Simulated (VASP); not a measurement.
Energy against volume of AuZn (CsCl type). These are TPSS meta-GGA, VASP's PBE PAW potentials (set 64) (plane waves; VASP) values and carry that method's errors. Settings: 520 eV cut-off, 12×12×12 Γ-centred mesh, first-order Methfessel-Paxton smearing of 0.10 eV, potentials Zn Au.

```csv
V (Å³/atom),E (eV/atom)
15.127,-6.55419
15.595,-6.56290
16.063,-6.55952
16.531,-6.54609
```

Question: Fit these four points and predict the energy of the run at 14.659 Å³/atom.

Answer: A cubic in V^(−2/3), the third-order Birch-Murnaghan form, passes through the four points with V0 = 15.69 Å³/atom and B0 = 133 GPa, and gives -6.5310 eV/atom there. The run gave -6.5308 eV/atom, +0.2 meV/atom from the fit; all five points give B0 = 134 GPa.

The compound is AuZn in the CsCl type structure. It was relaxed first.
